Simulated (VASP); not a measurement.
Here is a VASP 6.6.1 calculation.

The input INCAR:

```
PREC = Accurate
ENCUT = 520
EDIFF = 1E-6
ISMEAR = 0
SIGMA = 0.02
LREAL = F
LASPH = T
NELM = 100
ALGO = Normal
ISIF = 2
LWAVE = F
LCHARG = F
GGA = PE
NBANDS = 24
```

KPOINTS

```
regular mesh
0
Gamma
  6 6 6
```

The input POSCAR:

```
Na2CdH4
1.0
    0.0000000000      3.6955386791      3.6955386791
    3.6955386791      0.0000000000      3.6955386791
    3.6955386791      3.6955386791      0.0000000000
Na Cd H
2 1 4
Direct
    0.7500000000      0.7500000000      0.7500000000
    0.0000000000      0.0000000000      0.0000000000
    0.5000000000      0.5000000000      0.5000000000
    0.3612956055      0.9161131834      0.3612956055
    0.3612956055      0.3612956055      0.3612956055
    0.9161131834      0.3612956055      0.3612956055
    0.3612956055      0.3612956055      0.9161131834
```

Potentials or basis: VASP PAW PBE potentials, release 64 (Na_pv, Cd, H).

The run is started by

```sh
$ cat potpaw_PBE.64/Na_pv/POTCAR potpaw_PBE.64/Cd/POTCAR potpaw_PBE.64/H/POTCAR > POTCAR
$ mpirun -np 1 vasp_std > vasp.out
```

Question: Predict the pressure.

Answer: 0.1 GPa.

Question: What does it give for the largest force?

Answer: 0.037 eV/Å.

Forces in eV/Å, atoms in the order of the input:
```
Na   0.000  0.000  0.000
Na   0.000  0.000  0.000
Cd   0.000  0.000  0.000
H    0.021 -0.021  0.021
H   -0.021 -0.021 -0.021
H   -0.021  0.021  0.021
H    0.021  0.021 -0.021
```
